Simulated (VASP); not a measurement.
Here is the system:

```yaml
crystal:
  lattice:
    - [0.00000, 2.21690, 2.21690]
    - [2.21690, 0.00000, 2.21690]
    - [2.21690, 2.21690, 0.00000]
  atoms:
    - { symbol: Hf, position: [0.00000, 0.00000, 0.00000] }
    - { symbol: N, position: [0.50000, 0.50000, 0.50000] }
```

The numbers are results of TPSS meta-GGA, VASP's PBE PAW potentials (set 64) (plane waves; VASP), not measurements. Settings: 520 eV cut-off, 14×14×14 Γ-centred mesh, first-order Methfessel-Paxton smearing of 0.10 eV, potentials Hf_pv N.

**Question.** Give the stress tensor in GPa (positive for a compressed cell).

**Answer.** 
```
19.78   0.00   0.00
 0.00  19.78   0.00
 0.00   0.00  19.78
```
The pressure is its mean diagonal, 19.78 GPa.

The compound is HfN in the rock salt structure. This cell is one point of a volume scan, at 0.94 of the reference volume. The electron count is odd and the run is not spin-polarised, which forces a metal.
